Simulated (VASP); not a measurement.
# Zn4Te3O (P-6m2) in VASP: notebook

The runs below take Zn4Te3O through relaxation of cell and atoms, with PBE.

Everything below comes from runs of VASP 6.6.1. Logs are shortened: lines on timing, memory, paths and dates and some standing lists are left out, and cuts for length are marked.

### Step 1. The crystal as given

Symmetry: P-6m2, No. 187, hexagonal system. The conventional cell has a = 4.017 Å, b = 4.017 Å, c = 10.980 Å, α = 90.00°, β = 90.00°, γ = 120.00°. Around Zn (site symmetry 3m) lie 3 Te at 2.65 Å and 3 O at 2.71 Å and 2 Zn at 2.71 to 2.78 Å. Zn (site symmetry 3m) is surrounded by 6 Te at 2.70 to 2.73 Å and 2 Zn at 2.71 to 2.76 Å. Te (site symmetry -6m2) is surrounded by 6 Zn at 2.70 Å. Te (site symmetry 3m) is surrounded by 6 Zn at 2.65 to 2.73 Å. O (site symmetry -6m2) has 6 Zn at 2.71 Å as nearest neighbours.

The cell was built by a generator and needn't be a form met in nature.

### Step 2. Relaxation of cell and atoms, PBE

Contents of INCAR:

```
SYSTEM = Zn4Te3O
PREC = Normal ; ENCUT = 520
EDIFF = 1E-4 ; ISMEAR = 0
SIGMA = 0.15 ; LREAL = .FALSE.
LASPH = .TRUE. ; NELM = 60
ALGO = Fast ; ISIF = 3
LWAVE = .FALSE. ; LCHARG = .FALSE.
GGA = PE ; IBRION = 2
NSW = 24 ; EDIFFG = -0.08
```

Contents of KPOINTS:

```
regular mesh
0
G
  4 4 2
  0 0 0
```

Contents of POSCAR:

```
Zn4Te3O
1.0
    4.0171504200      0.0000000000      0.0000000000
   -2.0085752100      3.4789543100      0.0000000000
    0.0000000000      0.0000000000     10.9795314600
Zn Te O
4 3 1
Direct
    0.0000000000      0.0000000000      0.1268240100
    0.0000000000      0.0000000000      0.6259009800
    0.0000000000      0.0000000000      0.3740990200
    0.0000000000      0.0000000000      0.8731759900
    0.6666666700      0.3333333300      0.5000000000
    0.3333333300      0.6666666700      0.2433520000
    0.3333333300      0.6666666700      0.7566480000
    0.6666666700      0.3333333300      0.0000000000
```

Potentials or basis: VASP PAW PBE potentials, release 64 (Zn, Te, O).

Launch:

```bash
$ cat potpaw_PBE.64/Zn/POTCAR potpaw_PBE.64/Te/POTCAR potpaw_PBE.64/O/POTCAR > POTCAR
$ mpirun -np 1 vasp_std > vasp.out
```

OUTCAR:

```text
SYSTEM = Zn4Te3O
   PREC = Normal
   ENCUT = 520
   EDIFF = 1E-4
   ISMEAR = 0
   LREAL = .FALSE.
   LASPH = .TRUE.
   NELM = 60
   ISIF = 3
   GGA = PE
   IBRION = 2
   NSW = 24
   EDIFFG = -0.08

 ion  position               nearest neighbor table
   1  0.000  0.000  0.127-   6 2.65   6 2.65   6 2.65   3 2.71   4 2.78
   2  0.000  0.000  0.626-   5 2.70   5 2.70   5 2.70   4 2.71   7 2.73   7 2.73   7 2.73   3 2.76

   3  0.000  0.000  0.374-   5 2.70   5 2.70   5 2.70   1 2.71   6 2.73   6 2.73   6 2.73   2 2.76

   4  0.000  0.000  0.873-   7 2.65   7 2.65   7 2.65   2 2.71   1 2.78
   5  0.667  0.333  0.500-   2 2.70   3 2.70   2 2.70   3 2.70   2 2.70   3 2.70   6 3.65   7 3.65
                             6 3.65   7 3.65   6 3.65   7 3.65
   6  0.333  0.667  0.243-   1 2.65   1 2.65   1 2.65   3 2.73   3 2.73   3 2.73   5 3.65   5 3.65
                             5 3.65
   7  0.333  0.667  0.757-   4 2.65   4 2.65   4 2.65   2 2.73   2 2.73   2 2.73   5 3.65   5 3.65
                             5 3.65
   8  0.667  0.333  0.000-

  LATTYP: Found a hexagonal cell.
 ALAT       =     4.0171504200
 C/A-ratio  =     2.7331641368

  Lattice vectors:

 A1 = (   4.0171504200,   0.0000000000,   0.0000000000)
 A2 = (  -2.0085752100,   3.4789543100,   0.0000000000)
 A3 = (   0.0000000000,   0.0000000000,  10.9795314600)

Analysis of symmetry for initial positions (statically):
=====================================================================
 Subroutine PRICEL returns:
 Original cell was already a primitive cell.

 Routine SETGRP: Setting up the symmetry group for a
 hexagonal supercell.

 Subroutine GETGRP returns: Found 12 space group operations
 (whereof 12 operations were pure point group operations)
 out of a pool of 24 trial point group operations.

The static configuration has the point symmetry D_3h.

Analysis of symmetry for dynamics (positions and initial velocities):
=====================================================================
 Subroutine PRICEL returns:
 Original cell was already a primitive cell.

 Routine SETGRP: Setting up the symmetry group for a
 hexagonal supercell.

 Subroutine GETGRP returns: Found 12 space group operations
 (whereof 12 operations were pure point group operations)
 out of a pool of 24 trial point group operations.

The dynamic configuration has the point symmetry D_3h.

 Subroutine INISYM returns: Found 12 space group operations
 (whereof 12 operations are pure point group operations),
 and found     1 'primitive' translations

----------------------------------------------------------------------------------------

                                     Primitive cell

  volume of cell :     153.4443

  direct lattice vectors                    reciprocal lattice vectors
     4.017150420  0.000000000  0.000000000     0.248932675  0.143721347  0.000000000
    -2.008575210  3.478954310  0.000000000     0.000000000  0.287442694  0.000000000
     0.000000000  0.000000000 10.979531460     0.000000000  0.000000000  0.091078568

  length of vectors
     4.017150420  4.017150416 10.979531460     0.287442694  0.287442694  0.091078568

  position of ions in fractional coordinates (direct lattice)
     0.000000000  0.000000000  0.126824010
     0.000000000  0.000000000  0.625900980
     0.000000000  0.000000000  0.374099020
     0.000000000  0.000000000  0.873175990
     0.666666670  0.333333330  0.500000000
     0.333333330  0.666666670  0.243352000
     0.333333330  0.666666670  0.756648000
     0.666666670  0.333333330  0.000000000

  ion indices of the primitive-cell ions
   primitive index   ion index
                 1           1
                 2           2
                 3           3
                 4           4
                 5           5
                 6           6
                 7           7
                 8           8

----------------------------------------------------------------------------------------

 KPOINTS: regular mesh

Automatic generation of k-mesh.
 Grid dimensions read from file:
 generate k-points for:    4    4    2

 Generating k-lattice:

  Cartesian coordinates                     Fractional coordinates (reciprocal lattice)
     0.062233169  0.035930337  0.000000000     0.250000000 -0.000000000  0.000000000
     0.000000000  0.071860674  0.000000000     0.000000000  0.250000000  0.000000000
     0.000000000  0.000000000  0.045539284     0.000000000  0.000000000  0.500000000

  Length of vectors
     0.071860673  0.071860674  0.045539284

  Shift w.r.t. Gamma in fractional coordinates (k-lattice)
     0.000000000  0.000000000  0.000000000

 Subroutine IBZKPT returns following result:
 ===========================================

 Found      8 irreducible k-points:

 Following reciprocal coordinates:
            Coordinates               Weight
  0.000000  0.000000  0.000000      1.000000
  0.250000 -0.000000  0.000000      6.000000
  0.500000 -0.000000  0.000000      3.000000
  0.250000  0.250000  0.000000      6.000000
  0.000000  0.000000  0.500000      1.000000
  0.250000 -0.000000  0.500000      6.000000
  0.500000 -0.000000  0.500000      3.000000
  0.250000  0.250000  0.500000      6.000000
   k-points           NKPTS =      8   k-points in BZ     NKDIM =      8   number of bands    NBANDS=     43
   number of dos      NEDOS =    301   number of ions     NIONS =      8
   total plane-waves  NPLWV =  36864
   dimension x,y,z NGX =    24 NGY =   24 NGZ =   64
   dimension x,y,z NGXF=    48 NGYF=   48 NGZF=  128
   ions per type =               4   3   1
   NGX,Y,Z   is equivalent  to a cutoff of   9.93,  9.93,  9.69 a.u.
   NGXF,Y,Z  is equivalent  to a cutoff of  19.86, 19.86, 19.38 a.u.
 SYSTEM =  Zn4Te3O
   PREC   = normal    normal or accurate (medium, high low for compatibility)
   ISTART =      0    job   : 0-new  1-cont  2-samecut
   ICHARG =      2    charge: 1-file 2-atom 10-const
   ISPIN  =      1    spin polarized calculation?
   LNONCOLLINEAR =      F non collinear calculations
   LSORBIT =      F    spin-orbit coupling
   LASPH  =      T    aspherical Exc in radial PAW
   ENCUT  =  520.0 eV  38.22 Ry    6.18 a.u.   7.47  7.47 20.41*2*pi/ulx,y,z
   NELM   =     60;   NELMIN=  2; NELMDL= -5     # of ELM steps
   EDIFF  = 0.1E-03   stopping-criterion for ELM
   LREAL  =      F    real-space projection
   EDIFFG = -.8E-01   stopping-criterion for IOM
   NSW    =     24    number of steps for IOM
   IBRION =      2    ionic relax: 0-MD 1-quasi-New 2-CG
   NFREE  =      1    steps in history (QN), initial steepest desc. (CG)
   ISIF   =      3    stress and relaxation
   ISYM   =      2    0-nonsym 1-usesym 2-fastsym
   POTIM  = 0.5000    time-step for ionic-motion
   TEBEG  =    0.0;   TEEND  =   0.0 temperature during run
   PSTRESS=    0.0 pullay stress
   NELECT =      72.0000    total number of electrons
   NUPDOWN=      -1.0000    fix difference up-down
   EMIN   =  10.00;   EMAX   =-10.00  energy-range for DOS
   EFERMI =   0.00;   METHOD = LEGACY
   ISMEAR =     0;   SIGMA  =   0.15  broadening in eV -4-tet -1-fermi 0-gaus
   EFERMI_NEDOS =   21; number of points for ismear=-14 and -15
   IALGO  =     68    algorithm
   IMIX   =      4    mixing-type and parameters
     AMIX     =   0.40;   BMIX     =  1.00
     AMIX_MAG =   1.60;   BMIX_MAG =  1.00
  volume/ion in A,a.u.               =      19.18       129.44
  Fermi-wavevector in a.u.,A,eV,Ry     =   1.272142  2.403999 22.018910  1.618344
  Thomas-Fermi vector in A             =   2.405036
   LORBIT       =      0    0 simple, 1 ext, 2 COOP (PROOUT), +10 PAW based schemes
   GGA     = PE    functional components
   LHFCALC =     F    Hartree Fock is set to
   AEXX    =    0.0000 exact exchange contribution
   IVDW    =     0    specifies the selected vdW correction
   LEPSILON=     F    determine dielectric tensor
   LRPA    =     F    only Hartree local field effects (RPA)
 conjugate gradient relaxation of ions
 non-spin polarized calculation
 RMM-DIIS sequential band-by-band and
 Gauss-broadening in eV      SIGMA  =   0.15
  energy-cutoff  :      520.00
  volume of cell :      153.44
 maximum number of plane-waves:      4154
   NGX = 15   NGY = 15   NGZ = 41

--------------------------------------- Ionic step        1  -------------------------------------------

 number of electron      72.0000234 magnetization

 Free energy of the ion-electron system (eV)
  ---------------------------------------------------
  ext. energy  EPLUGINS =         0.00000000
  ---------------------------------------------------
  free energy    TOTEN  =       -17.96604013 eV

  energy without entropy =      -17.95675182  energy(sigma->0) =      -17.96139598

------------------------ aborting loop because EDIFF is reached ----------------------------------------

  FORCE on cell =-STRESS in cart. coord.  units (eV):
  Direction    XX          YY          ZZ          XY          YZ          ZX
  --------------------------------------------------------------------------------------
  -------------------------------------------------------------------------------------
  Total        8.7722646      8.7722646     12.2121794      0.0000000      0.0000000     -0.0000000
  in kB       91.5949817     91.5949815    127.5126085      0.0000000      0.0000000     -0.0000000
  external PRESSURE =     103.5675239 kB  Pullay stress =       0.0000000 kB
[... 107 lines left out ...]
  FREE ENERGIE OF THE ION-ELECTRON SYSTEM (eV)
  ---------------------------------------------------
  free  energy   TOTEN  =       -18.8414228742 eV

  energy  without entropy=      -18.8323547474  energy(sigma->0) =      -18.83688881

 E-fermi :   3.9660     XC(G=0):  -9.9166

 val. band max:        3.8107129481   @ k =   0.2500  -0.0000   0.0000
 cond. band min:       4.0394306148   @ k =   0.0000   0.0000   0.0000
 fundamental gap:      0.2287176667
 Fermi energy:         3.9659963082

 k-point     1 :       0.0000    0.0000    0.0000
  band No.  band energies     occupation
      1     -11.6676      2.00000
      2      -8.5351      2.00000
      3      -7.7843      2.00000
      4      -7.1304      2.00000
      5      -3.4169      2.00000
      6      -3.4169      2.00000
[... 357 lines left out ...]
     42       8.5540      0.00000
     43       8.8452      0.00000

 E-fermi :   5.5286     XC(G=0): -10.5105

 val. band max:        5.4087733849   @ k =   0.2500   0.2500   0.5000
 cond. band min:       5.5408869243   @ k =   0.2500  -0.0000   0.5000
 fundamental gap:      0.1321135395
 Fermi energy:         5.5285999597

 k-point     1 :       0.0000    0.0000    0.0000
  band No.  band energies     occupation
      1     -12.4731      2.00000
      2      -7.7436      2.00000
      3      -7.1188      2.00000
      4      -6.8093      2.00000
      5      -3.0957      2.00000
      6      -2.6082      2.00000
[... 357 lines left out ...]
     42      10.1600      0.00000
     43      10.2120      0.00000

[... ionic steps 4 to 12 ...]

--------------------------------------- Ionic step       13  -------------------------------------------

 number of electron      72.0000012 magnetization

------------------------ aborting loop because EDIFF is reached ----------------------------------------

  FORCE on cell =-STRESS in cart. coord.  units (eV):
  Direction    XX          YY          ZZ          XY          YZ          ZX
  --------------------------------------------------------------------------------------
  -------------------------------------------------------------------------------------
  Total        0.4857642      0.4857642     -0.5200658      0.0000000      0.0000000     -0.0000000
  in kB        4.7399168      4.7399168     -5.0746206      0.0000000      0.0000000     -0.0000000
  external PRESSURE =       1.4684044 kB  Pullay stress =       0.0000000 kB
[... 69 lines left out ...]
  energy  without entropy=      -19.5946850398  energy(sigma->0) =      -19.62174884

--------------------------------------- Ionic step       15  -------------------------------------------

 number of electron      71.9999903 magnetization

 Free energy of the ion-electron system (eV)
  ---------------------------------------------------
  ext. energy  EPLUGINS =         0.00000000
  ---------------------------------------------------
  free energy    TOTEN  =       -19.64983360 eV

  energy without entropy =      -19.59619386  energy(sigma->0) =      -19.62301373

 E-fermi :   4.9843     XC(G=0): -10.2941

 val. band max:        4.9630091361   @ k =   0.2500  -0.0000   0.5000
 cond. band min:       5.0147616496   @ k =   0.2500  -0.0000   0.0000
 fundamental gap:      0.0517525134
 Fermi energy:         4.9842547694

 k-point     1 :       0.0000    0.0000    0.0000
  band No.  band energies     occupation
      1     -12.2182      2.00000
      2      -8.0007      2.00000
      3      -7.6089      2.00000
      4      -7.1903      2.00000
      5      -2.5010      2.00000
      6      -2.4626      2.00000
[... 392 lines left out ...]
  FREE ENERGIE OF THE ION-ELECTRON SYSTEM (eV)
  ---------------------------------------------------
  free  energy   TOTEN  =       -19.6498336013 eV

  energy  without entropy=      -19.5961938631  energy(sigma->0) =      -19.62301373

 reached required accuracy - stopping structural energy minimisation
```

Run time: 4.5 min. Hardware: 1 thread of AMD EPYC 7R13 (Zen 3), shared host; peak memory 0.19 GiB.

Results:

- Free energy: -19.6498 eV
- Relaxed volume: 20.55 Å³/atom
- Relaxed cell: a = 3.764 Å, b = 3.764 Å, c = 13.394 Å, α = 90.00°, β = 90.00°, γ = 120.00°
- Space group after relaxing (to 0.05 Å): P-6m2 (No. 187)
- Energy gained by relaxing: 210.5 meV/atom
- Ionic steps: 15
- Pressure after relaxing: 0.0 GPa
- Largest force after relaxing: 0.067 eV/Å
- Band gap on the k mesh: none (metal or under the smearing width)

Forces on the atoms (eV/Å):
```
Zn   0.000  0.000  0.041
Zn   0.000  0.000  0.050
Zn   0.000  0.000 -0.050
Zn   0.000  0.000 -0.041
Te   0.000  0.000  0.000
Te   0.000  0.000  0.067
Te   0.000  0.000 -0.067
O    0.000  0.000  0.000
```

Stress tensor (GPa, compression positive):
```
-0.03  0.00  0.00
 0.00 -0.03  0.00
 0.00  0.00  0.16
```

The path:
| step | energy change (eV) | largest force (eV/Å) | pressure (GPa) | volume (Å³) |
| --- | --- | --- | --- | --- |
| 1 | 0.0000 | 1.9285 | 10.36 | 153.44 |
| 2 | -0.8471 | 0.7540 | -2.72 | 182.64 |
| 3 | -0.8754 | 0.9029 | -1.25 | 177.63 |
| 4 | -1.0575 | 0.7524 | -0.99 | 175.79 |
| 5 | -1.4402 | 0.2985 | -0.23 | 169.96 |
| 6 | -0.9339 | 4.2395 | 5.68 | 157.07 |
| 7 | -1.5034 | 0.3755 | 0.51 | 167.68 |
| 8 | -1.5107 | 0.5673 | 0.53 | 166.70 |
| 9 | -1.6333 | 0.1880 | -0.43 | 167.81 |
| 10 | -1.6387 | 0.3995 | -0.82 | 168.08 |
| 11 | -1.6394 | 0.3476 | -0.76 | 168.01 |
| 12 | -1.6712 | 0.2773 | 0.22 | 163.89 |
| 13 | -1.6715 | 0.2910 | 0.15 | 164.20 |
| 14 | -1.6828 | 0.1675 | -0.15 | 164.43 |
| 15 | -1.6838 | 0.0669 | 0.03 | 164.38 |

Final structure:
```
Zn Te O
1.0
     3.76449    0.00000    0.00000
    -1.88225    3.26015    0.00000
     0.00000    0.00000   13.39353
Zn Te O
4 3 1
Direct
  0.00000 0.00000 0.09117
  0.00000 0.00000 0.63724
  0.00000 0.00000 0.36276
  0.00000 0.00000 0.90883
  0.66667 0.33333 0.50000
  0.33333 0.66667 0.22567
  0.33333 0.66667 0.77433
  0.66667 0.33333 0.00000
```

Levels at points of the mesh, in eV from the Fermi level:
```
           k point  band 34  band 35  band 36  band 37  band 38  band 39
(0.00, 0.00, 0.00)     0.43     0.43     0.48     0.48     2.21     3.02
(0.50, 0.00, 0.00)    -1.67    -1.16    -0.40    -0.31     0.41     1.50
(0.00, 0.00, 0.50)     0.40     0.40     0.50     0.50     1.28     3.73
(0.50, 0.00, 0.50)    -1.77    -0.94    -0.54    -0.12     0.14     1.08
```

Caveat: the k mesh is coarse (spacing up to 0.45 Å⁻¹), so the values aren't converged; the relaxation stopped at a loose force limit of 0.08 eV/Å, so its end isn't a converged minimum.

### Step 3. Relaxation of cell and atoms, PBE

This run uses another cell than the first one, of 28.57 Å³/atom, 1.489 times its volume.

INCAR is that of step 2.

Contents of KPOINTS:

```
regular mesh
0
G
  3 3 2
  0 0 0
```

Contents of POSCAR:

```
Zn4Te3O
1.0
    4.3309772300      0.0000000000      0.0000000000
    0.0000000000      4.3309772300      0.0000000000
    0.0000000000      0.0000000000     12.1835656600
Zn Te O
4 3 1
Direct
    0.0000000000      0.5000000000      0.6240602700
    0.5000000000      0.0000000000      0.3759397300
    0.0000000000      0.5000000000      0.1290356700
    0.5000000000      0.0000000000      0.8709643300
    0.5000000000      0.5000000000      0.7475909600
    0.0000000000      0.0000000000      0.5000000000
    0.5000000000      0.5000000000      0.2524090400
    0.0000000000      0.0000000000      0.0000000000
```

Potentials or basis: VASP PAW PBE potentials, release 64 (Zn, Te, O).

Launch:

```bash
$ cat potpaw_PBE.64/Zn/POTCAR potpaw_PBE.64/Te/POTCAR potpaw_PBE.64/O/POTCAR > POTCAR
$ mpirun -np 1 vasp_std > vasp.out
```

It took 5 min on 1 thread of AMD EPYC 7R13 (Zen 3), shared host; peak memory 0.21 GiB.

It converged, with:

* Free energy: -22.6227 eV
* Relaxed volume: 24.14 Å³/atom
* Relaxed cell: a = 4.223 Å, b = 4.223 Å, c = 10.828 Å, α = 90.00°, β = 90.00°, γ = 90.00°
* Space group after relaxing (to 0.05 Å): P-4m2 (No. 115)
* Energy gained by relaxing: 254.5 meV/atom
* Ionic steps: 13
* Pressure after relaxing: 0.2 GPa
* Largest force after relaxing: 0.046 eV/Å
* Band gap on the k mesh: 0.70 eV, direct

Forces on the atoms (eV/Å):
```
Zn   0.000  0.000  0.039
Zn   0.000  0.000 -0.039
Zn   0.000  0.000  0.046
Zn   0.000  0.000 -0.046
Te   0.000  0.000 -0.015
Te   0.000  0.000  0.000
Te   0.000  0.000  0.015
O    0.000  0.000  0.000
```

Stress tensor (GPa, compression positive):
```
0.15 0.00 0.00
0.00 0.15 0.00
0.00 0.00 0.41
```

Step by step:
```
step  energy change (eV)  largest force (eV/Å)  pressure (GPa)  volume (Å³)
   1              0.0000                1.6887           -2.47       228.53
   2             -0.4559                1.6686           -1.14       214.23
   3             -0.2955                1.5468           11.12       174.71
   4             -0.6826                1.6489            3.49       195.55
   5             -0.9770                1.2591            2.40       195.59
   6             -1.5151                1.0197            1.17       195.64
   7             -1.5324                0.9420           -0.29       195.33
   8             -1.6344                0.9282           -0.10       195.51
   9             -1.6446                0.9714           -0.22       195.57
  10             -1.7911                0.7407            0.02       194.70
  11             -2.0197                0.3113            0.39       192.10
  12             -2.0245                0.2405            0.22       191.66
  13             -2.0357                0.0460            0.23       193.09
```

Final structure:
```
Zn Te O
1.0
     4.22279    0.00000    0.00000
     0.00000    4.22279    0.00000
     0.00000    0.00000   10.82816
Zn Te O
4 3 1
Direct
  0.00000 0.50000 0.64560
  0.50000 0.00000 0.35440
  0.00000 0.50000 0.06028
  0.50000 0.00000 0.93972
  0.50000 0.50000 0.79165
  0.00000 0.00000 0.50000
  0.50000 0.50000 0.20835
  0.00000 0.00000 0.00000
```

Levels at points of the mesh, in eV from the valence-band top:
```
           k point  band 33  band 34  band 35  band 36  band 37  band 38  band 39  band 40
(0.00, 0.00, 0.00)    -0.73    -0.21     0.00     0.00     0.70     2.21     3.00     3.07
(0.00, 0.00, 0.50)    -0.63    -0.63    -0.01    -0.01     2.13     2.23     2.72     3.02
```

Caveat: the k mesh is coarse (spacing up to 0.48 Å⁻¹), so the values aren't converged; the volume moved by over 15 % at a fixed basis, so the end points are rough; spin-orbit coupling is left out, which moves the levels of the heavy elements; the relaxation stopped at a loose force limit of 0.08 eV/Å, so its end isn't a converged minimum.
